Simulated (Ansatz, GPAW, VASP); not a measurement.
## ZnBi3: 3 runs at one level of theory

```
CELL_PARAMETERS angstrom
4.87316 0.00000 0.00000
0.00000 4.87316 0.00000
0.00000 0.00000 4.87316
ATOMIC_POSITIONS crystal
Bi 0.50000 0.50000 0.00000
Bi 0.50000 0.00000 0.50000
Bi 0.00000 0.50000 0.50000
Zn 0.00000 0.00000 0.00000
```

The cell comes from a database or a generator and needn't be the stable form of this composition.

Alike in all runs: task equation of state; functional PBE; k mesh 6 × 6 × 6; occupations fermi-dirac, width 0.05 eV; no spin polarisation; no spin-orbit coupling.

```csv
program and potentials,plane-wave cutoff (eV),notes,equilibrium volume (Å³/atom),bulk modulus (GPa)
"Ansatz, Ansatz PAW",420,-,28.90,49.4
"VASP, PBE PAW files Bi_d, Zn, 520 eV",520,-,28.91,49.3
"GPAW, GPAW PAW data sets (gpaw-data 1.2.1)",600,-,28.85,49.6
```

The equilibrium volume spans 28.85 (GPAW, GPAW PAW data sets (gpaw-data 1.2.1)) to 28.91 Å³/atom (VASP, PBE PAW files Bi_d, Zn, 520 eV). The bulk modulus spans 49.3 (VASP, PBE PAW files Bi_d, Zn, 520 eV) to 49.6 GPa (GPAW, GPAW PAW data sets (gpaw-data 1.2.1)). For a metal such a mesh isn't converged, which the comparison doesn't need.

Differences between rows come from potentials, basis sets and numerical settings, since the functional is the same but for its coding. Runs on potential files found faulty are left out.
